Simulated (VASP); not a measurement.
OSZICAR of a VASP run on InSe (space group C2/m):

OSZICAR:
```
       N       E                     dE             d eps       ncg     rms          rms(c)
DAV:   1     0.319800841952E+03    0.31980E+03   -0.17224E+04  3128   0.180E+03
DAV:   2     0.202592519058E+02   -0.29954E+03   -0.29530E+03  3205   0.424E+02
DAV:   3    -0.147070053947E+02   -0.34966E+02   -0.34519E+02  4033   0.154E+02
DAV:   4    -0.159597336050E+02   -0.12527E+01   -0.12513E+01  3534   0.314E+01
DAV:   5    -0.160074731136E+02   -0.47740E-01   -0.47734E-01  4746   0.588E+00    0.636E+00
DAV:   6    -0.155728219385E+02    0.43465E+00   -0.10304E+00  4353   0.183E+01    0.374E+00
DAV:   7    -0.155429473514E+02    0.29875E-01   -0.36089E-01  4969   0.567E+00    0.109E+00
DAV:   8    -0.155391216959E+02    0.38257E-02   -0.47219E-02  4750   0.268E+00    0.572E-01
DAV:   9    -0.155388552170E+02    0.26648E-03   -0.46161E-03  4728   0.788E-01    0.173E-01
DAV:  10    -0.155388485602E+02    0.66568E-05   -0.45853E-04  4164   0.185E-01    0.927E-02
DAV:  11    -0.155388557357E+02   -0.71755E-05   -0.13079E-04  4748   0.143E-01    0.218E-02
DAV:  12    -0.155388528593E+02    0.28764E-05   -0.16474E-05  4147   0.414E-02    0.143E-02
DAV:  13    -0.155388530044E+02   -0.14509E-06   -0.28091E-06  4829   0.110E-02    0.423E-03
DAV:  14    -0.155388529481E+02    0.56270E-07   -0.49016E-07  3192   0.103E-02
   1 F= -.15538853E+02 E0= -.15538853E+02  d E =-.793991E-11
```

Problem. Which electronic solver shows in the log?

Solution. It is blocked Davidson (ALGO = Normal, or the opening steps of other solvers). The INCAR had ALGO = Normal.

Problem. Can the final energy be trusted as converged?

Solution. The calculation finished and met its thresholds. It stopped with EDIFF = 1E-7, NELM = 100 (PBEsol GGA, plane waves, VASP's PBE PAW potentials (set 64)). Without a dispersion term in the relaxation, distances and binding between the weakly bound layers, chains or molecules are unreliable, and so is what depends on them.

The structure comes from a computed database's InSe entry (C2/m); how it stands against other phases isn't given here. This cell was strained or had an atom moved on purpose.
